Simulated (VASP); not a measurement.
Input:

```yaml
crystal:
  lattice:
    - [0.00000, 2.41811, 2.41811]
    - [2.41811, 0.00000, 2.41811]
    - [2.41811, 2.41811, 0.00000]
  atoms:
    - { symbol: Ca, position: [0.00000, 0.00000, 0.00000] }
    - { symbol: O, position: [0.50000, 0.50000, 0.50000] }
```

Method: AM05 GGA, VASP's PBE PAW potentials (set 64) (plane waves; VASP). Numerical set-up: 520 eV cut-off, 10×10×10 Γ-centred mesh, Gaussian smearing of 0.050 eV, potentials Ca_sv O.

Give the stress tensor in GPa (positive for a compressed cell).

```
-3.09   0.00   0.00
 0.00  -3.09   0.00
 0.00   0.00  -3.09
```
The pressure is its mean diagonal, -3.09 GPa.

The compound is CaO in the rock salt structure. This cell is one point of a volume scan, at 1.03 of the reference volume.
